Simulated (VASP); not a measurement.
```yaml
crystal:
  lattice:
    - [-1.61452, 1.61452, 3.93445]
    - [1.61452, -1.61452, 3.93445]
    - [1.61452, 1.61452, -3.93445]
  atoms:
    - { symbol: Si, position: [0.66559, 0.66559, 0.00000] }
    - { symbol: Si, position: [0.33441, 0.33441, 0.00000] }
    - { symbol: W, position: [0.00000, 0.00000, 0.00000] }
```

Method: PBE GGA, VASP's PBE PAW potentials (set 64) (plane waves; VASP). Settings: 480 eV cut-off, 12×12×12 Γ-centred mesh, first-order Methfessel-Paxton smearing of 0.10 eV, potentials Si W_sv.

Unless said otherwise, spin-orbit coupling is left out, though it shifts the bands of the heavy elements here.

Task: Predict the energy per atom (σ→0), band gap (on the k-mesh) with the smallest direct gap where there is one.

Result: 
band gap (on the k-mesh): none (metal, semimetal or under 0.01 eV)
energy per atom (σ→0): -8.272 eV/atom

Only differences to runs with the same potentials and settings are physical.

The compound is WSi2 in the MoSi2 type structure. It was relaxed first.
